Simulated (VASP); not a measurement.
```
Li2S
1.0
    0.00000     2.79896     2.84158
    2.79896     0.00000     2.84158
    2.79896     2.79896     0.00000
Li S
2 1
Direct
  0.25000   0.25000   0.25000
  0.75000   0.75000   0.75000
  0.00000   0.00000   0.00000
```

All values below come from r2SCAN meta-GGA, VASP's PBE PAW potentials (set 64) (plane waves; VASP). Settings: 600 eV cut-off, 6×6×6 Γ-centred mesh, Gaussian smearing of 0.050 eV, potentials Li_sv S.

### Question
Predict the energy per atom (σ→0), pressure.

### Answer

```json
{
  "energy per atom (σ→0)": "-5.792 eV/atom",
  "pressure": "14.2 kbar"
}
```

Only differences to runs with the same potentials and settings are physical.

The compound is Li2S in the antifluorite structure. This cell was strained or had an atom moved on purpose.
